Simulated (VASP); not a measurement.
Wanted: the native input for a VASP 6.6.1 run.

| Quantity | Value |
| --- | --- |
| Task | relaxation of cell and atoms |
| Functional | PBEsol |
| Potentials or basis | VASP PAW PBE potentials, release 64 (Sc_sv, V_sv, N) |
| Cutoff | 600 eV |
| k mesh | 6 × 6 × 6 |
| Occupations | methfessel-paxton, width 0.1 eV |
| Spin | no spin polarisation |
| Further INCAR settings | LREAL = Auto; ALGO = Normal; EDIFF = 1e-06; IBRION = 2; EDIFFG = -0.01; NSW = 90; ISIF = 3 |

The structure of Sc15VN16 lies in POSCAR:

```
Sc15VN16
1.0
   -4.3189244100      4.3189244100     -4.3189244100
    4.3189244100      4.3189244100      4.3189244100
    4.3189244100     -4.3189244100     -4.3189244100
Sc V N
15 1 16
Direct
    0.2500000000      0.0000000000      0.7500000000
    0.0000000000      0.2500000000      0.7500000000
    0.5000000000      0.0000000000      0.5000000000
    0.7500000000      0.5000000000      0.7500000000
    0.2500000000      0.2500000000      0.5000000000
    0.5000000000      0.7500000000      0.7500000000
    0.0000000000      0.5000000000      0.5000000000
    0.7500000000      0.0000000000      0.2500000000
    0.5000000000      0.2500000000      0.2500000000
    0.7500000000      0.7500000000      0.5000000000
    0.0000000000      0.0000000000      0.0000000000
    0.2500000000      0.5000000000      0.2500000000
    0.0000000000      0.7500000000      0.2500000000
    0.7500000000      0.2500000000      0.0000000000
    0.5000000000      0.5000000000      0.0000000000
    0.2500000000      0.7500000000      0.0000000000
    0.2500000000      0.5000000000      0.7500000000
    0.0000000000      0.7500000000      0.7500000000
    0.5000000000      0.5000000000      0.5000000000
    0.7500000000      0.0000000000      0.7500000000
    0.2500000000      0.7500000000      0.5000000000
    0.5000000000      0.2500000000      0.7500000000
    0.0000000000      0.0000000000      0.5000000000
    0.7500000000      0.5000000000      0.2500000000
    0.5000000000      0.7500000000      0.2500000000
    0.7500000000      0.2500000000      0.5000000000
    0.0000000000      0.5000000000      0.0000000000
    0.2500000000      0.0000000000      0.2500000000
    0.0000000000      0.2500000000      0.2500000000
    0.7500000000      0.7500000000      0.0000000000
    0.5000000000      0.0000000000      0.0000000000
    0.2500000000      0.2500000000      0.0000000000
```

The cell was built by a generator and needn't be a form met in nature.

The input as run:

INCAR

```
PREC = Accurate ; ENCUT = 600
EDIFF = 1E-6 ; ISMEAR = 1
SIGMA = 0.1 ; LREAL = Auto
LASPH = True ; NELM = 80
ALGO = Normal ; ISIF = 3
LWAVE = False ; LCHARG = False
GGA = PS ; IBRION = 2
NSW = 90 ; EDIFFG = -0.01
KPAR = 8
```

KPOINTS

```
regular mesh
0
Gamma
  6 6 6
```

Potentials or basis: VASP PAW PBE potentials, release 64 (Sc_sv, V_sv, N).

Run with:

```sh
$ cat potpaw_PBE.64/Sc_sv/POTCAR potpaw_PBE.64/V_sv/POTCAR potpaw_PBE.64/N/POTCAR > POTCAR
$ mpirun -np 8 vasp_std > vasp.out
```

It gave:

```json
{
  "Relaxed volume": "10.94 Å³/atom",
  "Relaxed cell": "a = 7.691 Å, b = 7.691 Å, c = 7.691 Å, α = 109.47°, β = 109.47°, γ = 109.47°",
  "Space group after relaxing (to 0.05 Å)": "Im-3m (No. 229)",
  "Energy gained by relaxing": "67.6 meV/atom",
  "Ionic steps": "8",
  "Pressure after relaxing": "0.0 GPa",
  "Band gap on the k mesh": "none (metal or under the smearing width)"
}
```

Caveat: the PAW data sets were made with another functional, which shifts forces and pressure a little; the run has no spin polarisation, though such a crystal can be magnetic.

It took 27 min on 8 MPI ranks on AMD EPYC 9R45 96-Core Processor (Zen 5) (shared host), peak memory 1 GiB a rank.
